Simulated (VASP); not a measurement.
Here is the system:

```
CELL_PARAMETERS angstrom
      0.00000     2.43476     2.43476
      2.43476     0.00000     2.43476
      2.43476     2.43476     0.00000
ATOMIC_POSITIONS crystal
  Hf 0.00000 0.00000 0.00000
  O  0.25000 0.25000 0.25000
  O  0.75000 0.75000 0.75000
```

These are PBE GGA, VASP's PBE PAW potentials (set 64) (plane waves; VASP) values and carry that method's errors. Settings: 600 eV cut-off, 8×8×8 Γ-centred mesh, Gaussian smearing of 0.050 eV, potentials Hf_pv O.

Q: Give the stress tensor in GPa (positive for a compressed cell).

A: 
```
39.80   0.00   0.00
 0.00  39.80   0.00
 0.00   0.00  39.80
```
The pressure is its mean diagonal, 39.80 GPa.

The compound is HfO2 in the fluorite structure, the high-temperature cubic form, which is unstable at 0 K; the monoclinic form is the stable one. This cell was strained or had an atom moved on purpose.
